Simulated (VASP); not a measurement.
An input for Ansatz (written as the equivalent of a VASP run, and not itself run):

Ansatz 0.2 input:
```yaml
crystal:
  lattice:
    - [3.3927712, 0.0000000, 0.0000000]
    - [0.0000000, 3.3927712, 0.0000000]
    - [0.0000000, 0.0000000, 3.3927712]
  atoms:
    - { symbol: In, position: [0.0000000, 0.0000000, 0.0000000] }
    - { symbol: P, position: [0.5000000, 0.5000000, 0.5000000] }
kpoints:
  mp_grid: { grid: [11, 11, 11] }
hamiltonian:
  xc: pbesol
  pseudopotentials: { kind: paw }
scf:
  occupations: { method: methfessel_paxton, width: 0.1 }
  max_iter: 100
relax:
  max_steps: 40
  f_tol: 0.02
  cell: {}
output: { forces: true, stress: true, eigenvalues: true }
```

### Question
Write the VASP files for the same calculation (PBEsol).

### Answer
Several could match; the one computed here: 
### POSCAR
```
InP
1
    3.3927711927     0.0000000000     0.0000000000
    0.0000000000     3.3927711927     0.0000000000
    0.0000000000     0.0000000000     3.3927711927
In P
1 1
Direct
  0.0000000000   0.0000000000   0.0000000000
  0.5000000000   0.5000000000   0.5000000000
```

**KPOINTS**
```
Automatic mesh
0
Gamma
11 11 11
0 0 0
```

**INCAR**
```
! general
SYSTEM =InP
PREC   =Accurate
ENCUT  =500   ! plane-wave cut-off (eV)
LREAL  =F   ! projection in real space or not
LASPH  =T   ! aspherical one-centre terms

! electronic loop
EDIFF  =1E-6
NELM   =100
ALGO   =Normal   ! blocked Davidson
LMAXMIX=4

! smearing
ISMEAR =1   ! Methfessel-Paxton
SIGMA  =0.1

! functional
GGA    =PS

! ions
IBRION =2
NSW    =40
ISIF   =3   ! ions, shape and volume
EDIFFG =-0.02   ! ionic stop

! output
LWAVE  =F
LCHARG =F
```

POTCAR, in this order: In_d P (PBE.64 set). Program: vasp_std.

What does not carry over: each code has its own PAW files, so the cut-off isn't converted (ENCUT is set for VASP's; basis.ecutwfc is left out, and Ansatz then takes the one that its files recommend); Ansatz stops its SCF on the density residual and VASP on the energy change (EDIFF).

The structure was generated: InP was put into the CsCl type type (Pm-3m), which need not be its known phase. It was relaxed first, which changed the volume by +15 %.
